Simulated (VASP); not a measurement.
Input:

```
CELL_PARAMETERS angstrom
      0.00000     2.29000     2.29000
      2.29000     0.00000     2.29000
      2.29000     2.29000     0.00000
ATOMIC_POSITIONS crystal
  Zr 0.00000 0.00000 0.00000
  N  0.50000 0.50000 0.50000
```

Level of theory: rev-vdW-DF2, VASP's PBE PAW potentials (set 64) (plane waves; VASP). Numerical set-up: 520 eV cut-off, 14×14×14 Γ-centred mesh, first-order Methfessel-Paxton smearing of 0.10 eV, potentials Zr_sv N.

**Question.** The job: ZrN (rock salt), 2 atoms, rev-vdW-DF2, static run, 520 eV, 14×14×14 Γ-centred mesh. Roughly how much core time does it take on a busy server core?

**Answer.** About 20 core-seconds (one run on a shared machine, a rough figure). It had 104 irreducible k-points, 12 bands, up to 658 plane waves and 13 electronic steps.

The compound is ZrN in the rock salt structure. The cell was not relaxed at this level. The electron count is odd and the run is not spin-polarised, which forces a metal.
